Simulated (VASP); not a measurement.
Data:

```xyz
6
Lattice="4.4134 0.0000 0.0000 0.0000 4.4134 0.0000 0.0000 0.0000 2.9109" Properties=species:S:1:pos:R:3 pbc="T T T"
Cr     0.0000     0.0000     0.0000
Cr     2.2067     2.2067     1.4554
O      1.3377     1.3377     0.0000
O      3.5444     0.8691     1.4554
O      0.8691     3.5444     1.4554
O      3.0758     3.0758     0.0000
```
Starting moments (μB, in the order of the record's atoms Cr Cr O O O O): 2.1 2.1 -0.1 -0.1 -0.1 -0.1.

These are optB86b-vdW, VASP's PBE PAW potentials (set 64) (plane waves; VASP 6.6.1) values and carry that method's errors. Numerical set-up: 520 eV cut-off, 8×8×12 Γ-centred mesh, tetrahedra with Blöchl corrections, potentials Cr_pv O.

The cores are frozen, which limits the accuracy of field gradients.

**Question.** Give the principal components of the electric field gradient (V/Å²) and the asymmetry η at each nucleus.

**Answer.** 
```csv
atom,Vxx,Vyy,Vzz,η
Cr1,29.6,14.8,-44.4,0.33
Cr2,29.6,14.8,-44.4,0.33
O3,-21.0,-3.3,24.3,0.73
O4,-21.0,-3.3,24.3,0.73
O5,-21.0,-3.3,24.3,0.73
O6,-21.0,-3.3,24.3,0.73
```

The compound is CrO2 in the rutile structure. It was relaxed first.
